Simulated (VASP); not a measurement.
Data:

```xyz
1
Lattice="0.0000 2.0142 2.0142 2.0142 0.0000 2.0142 2.0142 2.0142 0.0000" Properties=species:S:1:pos:R:3 pbc="T T T"
Ag     0.0000     0.0000     0.0000
```

The numbers are results of PBE GGA, VASP's PBE PAW potentials (set 64) (plane waves; VASP), not measurements. Numerical set-up: 500 eV cut-off, 16×16×16 Γ-centred mesh, first-order Methfessel-Paxton smearing of 0.10 eV, potentials Ag.

Energy and stress use the plane-wave basis of the starting cell.

Task: The ions, cell shape and volume at an external pressure of 20.0 GPa are relaxed. Which structure does the run end with?

Result: 
```xyz
1
Lattice="0.0000 1.9754 1.9754 1.9754 0.0000 1.9754 1.9754 1.9754 0.0000" Properties=species:S:1:pos:R:3 pbc="T T T"
Ag     0.0000     0.0000     0.0000
```
Space group Fm-3m (225), at a tolerance of 0.03 Å.

Task: How do energy and volume change from the first to the last step?

Result: The energy (σ→0) changes by +85.2 meV/atom and the volume by -5.7 %, in 4 ionic steps.

```csv
step,E(σ→0) (eV),max force (eV/Å),pressure (GPa),volume (Å³)
1,-2.6757,0.000,10.15,16.34
2,-2.3396,0.000,42.12,14.08
3,-2.5928,0.000,19.73,15.44
4,-2.5905,0.000,19.95,15.42
```

The compound is Ag in the fcc structure. This run relaxes it under an external pressure of 20 GPa. Symmetry was kept, so distortions that lower it aren't found.
